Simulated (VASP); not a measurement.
Output of a VASP run:

OSZICAR:
```
       N       E                     dE             d eps       ncg     rms          rms(c)
DAV:   1     0.297400647693E+03    0.29740E+03   -0.20612E+04  1366   0.341E+03
DAV:   2     0.100875159426E+02   -0.28731E+03   -0.27625E+03  1442   0.573E+02
DAV:   3    -0.281847261953E+02   -0.38272E+02   -0.37624E+02  1494   0.167E+02
DAV:   4    -0.299075808689E+02   -0.17229E+01   -0.17184E+01  1872   0.373E+01
DAV:   5    -0.299299866507E+02   -0.22406E-01   -0.22400E-01  1436   0.418E+00    0.102E+01
DAV:   6    -0.262411847000E+02    0.36888E+01   -0.13459E+01  2420   0.584E+01    0.305E+00
DAV:   7    -0.263201349567E+02   -0.78950E-01   -0.16130E+00  1440   0.113E+01    0.261E+00
DAV:   8    -0.262989859987E+02    0.21149E-01   -0.31450E-01  2306   0.848E+00    0.981E-01
DAV:   9    -0.262723949303E+02    0.26591E-01   -0.12697E-01  2332   0.606E+00    0.294E-01
DAV:  10    -0.262732575139E+02   -0.86258E-03   -0.63654E-03  1562   0.861E-01    0.138E-01
DAV:  11    -0.262732003526E+02    0.57161E-04   -0.72317E-04  2042   0.515E-01    0.230E-02
DAV:  12    -0.262732015138E+02   -0.11613E-05   -0.14841E-04  1810   0.100E-01    0.111E-02
DAV:  13    -0.262732016726E+02   -0.15880E-06   -0.17608E-05  1826   0.871E-02    0.500E-03
DAV:  14    -0.262732016673E+02    0.53687E-08   -0.12900E-06  1048   0.273E-02
   1 F= -.26273202E+02 E0= -.26273202E+02  d E =-.262732E+02
```

### OUTCAR
```
------------------------ aborting loop because EDIFF is reached ----------------------------------------
  FORCE on cell =-STRESS in cart. coord.  units (eV):
  Direction    XX          YY          ZZ          XY          YZ          ZX
  --------------------------------------------------------------------------------------
  Total        0.0563368      0.0563368      0.0621680      0.0000000      0.0000000      0.0000000
  in kB        1.9908088      1.9908087      2.1968692      0.0000000      0.0000000      0.0000000
  external PRESSURE =       2.0594956 kB  Pullay stress =       0.0000000 kB
  volume of cell :       45.34
      direct lattice vectors                 reciprocal lattice vectors
     1.589684438 -2.753414177  0.000000000     0.314527832 -0.181592731  0.000000000
     1.589684438  2.753414177  0.000000000     0.314527832  0.181592731  0.000000000
     0.000000000  0.000000000  5.179175520     0.000000000  0.000000000  0.193080925
  FREE ENERGIE OF THE ION-ELECTRON SYSTEM (eV)
  ---------------------------------------------------
  free  energy   TOTEN  =       -26.2732016673 eV

  energy  without entropy=      -26.2732016673  energy(sigma->0) =      -26.27320167

 reached required accuracy - stopping structural energy minimisation
```
(Selected blocks of OUTCAR.)

File POSCAR:
```
GaN
1
    1.5896844380    -2.7534141768     0.0000000000
    1.5896844380     2.7534141768     0.0000000000
    0.0000000000     0.0000000000     5.1791755195
Ga N
2 2
Direct
  0.6666670000   0.3333330000   0.5001196018
  0.3333330000   0.6666670000   0.0001196018
  0.6666670000   0.3333330000   0.8768803982
  0.3333330000   0.6666670000   0.3768803982
```

**Question.** Reconstruct the remaining input files.

**Answer.** One answer among several that fit: the input of the run itself, PBEsol GGA, plane waves, VASP's PBE PAW potentials (set 64).

File KPOINTS:
```
Automatic
0
Gamma
 8 8 5
```

### INCAR
```
! general
SYSTEM =GaN
PREC   =Accurate
ENCUT  =620   ! plane-wave cut-off (eV)
LREAL  =.FALSE.   ! projection in real space or not
LASPH  =.TRUE.   ! aspherical one-centre terms

! electronic loop
EDIFF  =1E-6
NELM   =100   ! most electronic steps
ALGO   =Normal   ! blocked Davidson
LMAXMIX=4   ! l cut-off of mixed one-centre charges

! smearing
ISMEAR =0
SIGMA  =0.05   ! width (eV)

! functional
GGA    =PS   ! PBEsol

! ions
IBRION =2   ! conjugate gradients
NSW    =40   ! most ionic steps
ISIF   =3   ! ions, shape and volume
EDIFFG =-0.02   ! ionic stop

! output
LWAVE  =.FALSE.
LCHARG =.FALSE.
```

POTCAR, in this order: Ga_d N (PBE.64 set). Program: vasp_std.

The compound is GaN in the wurtzite structure. It was relaxed first.
